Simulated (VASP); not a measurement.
# BeSe (zinc blende): computed properties

Computed with PBEsol GGA, VASP's PBE PAW potentials (set 64) (plane waves; VASP).

- space group = F-43m (216)
- cell = a = 5.133 Å, b = 5.133 Å, c = 5.133 Å, α = 90.00°, β = 90.00°, γ = 90.00°
- volume per atom = 16.91 Å³/atom
- band gap (over mesh and band path) = 2.46 eV
- smallest direct gap (over mesh and band path) = 4.27 eV
- Hill bulk modulus = 79.7 GPa
- Hill shear modulus = 53.7 GPa
- Poisson's ratio = 0.225
- band-edge character without spin-orbit coupling = indirect, Γ to X
- band gap with spin-orbit coupling = 2.31 eV
- density = 4.32 g/cm³
- mean ε∞ (DFPT) = 6.15
- mean ε∞ (independent particles) = 6.60
- C11 = 131 GPa
- C12 = 54.0 GPa
- C44 = 67.1 GPa

```
CELL_PARAMETERS angstrom
      0.00000     2.56666     2.56666
      2.56666     0.00000     2.56666
      2.56666     2.56666     0.00000
ATOMIC_POSITIONS crystal
  Be 0.00000 0.00000 0.00000
  Se 0.25000 0.25000 0.25000
```

Measured: gap 4.00 eV (computed value off by -1.54 eV), as given by Das et al., (2018), arXiv:1807.05623; a 5.139 Å (computed value off by -0.1 %), as given by Fabio Bernardini et al., Physical review. B, Condensed matter (2000), arXiv:cond-mat/0007180. The calculation is for a static lattice, while the measured a holds thermal and zero-point effects, which are part of the difference.

The compound is BeSe in the zinc blende structure. It was relaxed first. Symmetry was kept, so distortions that lower it aren't found.
